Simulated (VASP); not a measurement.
All values below come from PBE GGA with D4 dispersion, VASP's PBE PAW potentials (set 64) (plane waves; VASP).

A VASP calculation is set up with these files.

**POSCAR**
```
Cd
1
    1.4992847902    -2.5968377340     0.0000000000
    1.4992847902     2.5968377340     0.0000000000
   -0.0000000000     0.0000000000     5.5359567322
Cd
2
Direct
  0.3333330000   0.6666670000   0.2500000000
  0.6666670000   0.3333330000   0.7500000000
```

KPOINTS:
```
Automatic
0
Gamma
  16 16 8
```

**INCAR**
```
ALGO=Normal
EDIFF=1E-7
ENCUT=520
GGA=PE
ISIF=2
ISMEAR=-5
IVDW=13
LASPH=T
LCHARG=T
LMAXMIX=4
LORBIT=11
LREAL=F
LWAVE=F
NEDOS=601
NELM=100
PREC=Accurate
SYSTEM=Cd
```

POTCAR, in this order: Cd (PBE.64 set). Program: vasp_std.

Output

**OSZICAR**
```
       N       E                     dE             d eps       ncg     rms          rms(c)
DAV:   1     0.166458708485E+03    0.16646E+03   -0.13370E+04  4808   0.150E+03
DAV:   2     0.177950847646E+01   -0.16468E+03   -0.16184E+03  4928   0.374E+02
DAV:   3    -0.156894850543E+01   -0.33485E+01   -0.33445E+01  5920   0.636E+01
DAV:   4    -0.157274275149E+01   -0.37942E-02   -0.37956E-02  5632   0.190E+00
DAV:   5    -0.157275332584E+01   -0.10574E-04   -0.10576E-04  5952   0.922E-02    0.455E+00
DAV:   6    -0.147475889562E+01    0.97994E-01   -0.28939E-01  5072   0.704E+00    0.361E+00
DAV:   7    -0.147025202039E+01    0.45069E-02   -0.32487E-02  5520   0.190E+00    0.167E+00
DAV:   8    -0.147058319465E+01   -0.33117E-03   -0.35764E-03  5240   0.864E-01    0.930E-02
DAV:   9    -0.147061935972E+01   -0.36165E-04   -0.23232E-05  6248   0.584E-02    0.371E-02
DAV:  10    -0.147065874096E+01   -0.39381E-04   -0.34677E-05  5296   0.666E-02    0.367E-03
DAV:  11    -0.147065886736E+01   -0.12640E-06   -0.35348E-08  4816   0.207E-03    0.165E-03
DAV:  12    -0.147065897349E+01   -0.10613E-06   -0.18162E-08  3080   0.126E-03    0.281E-04
DAV:  13    -0.147065897674E+01   -0.32501E-08   -0.65498E-10  2816   0.304E-04
   1 F= -.22867378E+01 E0= -.22867378E+01  d E =0.000000E+00
```

File OUTCAR:
```
------------------------ aborting loop because EDIFF is reached ----------------------------------------
  Edisp (eV):   -0.81608
  FORCE on cell =-STRESS in cart. coord.  units (eV):
  Direction    XX          YY          ZZ          XY          YZ          ZX
  --------------------------------------------------------------------------------------
  Total       0.07517     0.07517    -0.04792     0.00000     0.00000     0.00000
  in kB       2.79371     2.79371    -1.78110     0.00000     0.00000     0.00000
  external pressure =        1.27 kB  Pullay stress =        0.00 kB
  volume of cell :       43.11
      direct lattice vectors                 reciprocal lattice vectors
     1.499284790 -2.596837734  0.000000000     0.333492345 -0.192541873  0.000000000
     1.499284790  2.596837734  0.000000000     0.333492345  0.192541873  0.000000000
     0.000000000  0.000000000  5.535956732     0.000000000  0.000000000  0.180637250
 POSITION                                       TOTAL-FORCE (eV/Angst)
 -----------------------------------------------------------------------------------
      1.49928      0.86561      1.38399        -0.000000      0.000000      0.000000
      1.49928     -0.86561      4.15197         0.000000     -0.000000      0.000000
 -----------------------------------------------------------------------------------
    total drift:                               -0.000000      0.000196      0.000002
  FREE ENERGIE OF THE ION-ELECTRON SYSTEM (eV)
  ---------------------------------------------------
  free  energy   TOTEN  =        -2.2867378177 eV

  energy  without entropy=       -2.2867378177  energy(sigma->0) =       -2.28673782

 total charge

# of ion       s       p       d       tot
------------------------------------------
    1        0.524   0.309   9.485  10.317
    2        0.524   0.309   9.485  10.317
--------------------------------------------------
tot          1.048   0.617  18.970  20.635
```
(Selected blocks of OUTCAR.)

For a metal the tetrahedron method with Blöchl corrections gives inexact stress and forces.

The compound is Cd in the hcp structure. It was relaxed first.
